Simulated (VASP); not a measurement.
Energy against volume of BaTiO$_{3}$ (cubic perovskite). Level of theory: revPBE GGA, VASP's PBE PAW potentials (set 64) (plane waves; VASP). Settings: 520 eV cut-off, 6×6×6 Γ-centred mesh, Gaussian smearing of 0.050 eV, potentials Ba_sv Ti_sv O.

```tsv
V (Å³/atom)	E (eV/atom)
12.977	-7.63583
13.379	-7.64215
13.780	-7.63713
14.181	-7.62246
```

**Question.** Fit these four points and predict the energy of the run at 12.576 Å³/atom.

**Answer.** A cubic in V^(−2/3), the third-order Birch-Murnaghan form, passes through the four points with V0 = 13.39 Å³/atom and B0 = 150 GPa, and gives -7.6162 eV/atom there. The run gave -7.6160 eV/atom, +0.2 meV/atom from the fit; all five points give B0 = 150 GPa.

The compound is BaTiO3 in the cubic perovskite structure, the ideal cubic form; the compound distorts at low or room temperature. It was relaxed first.
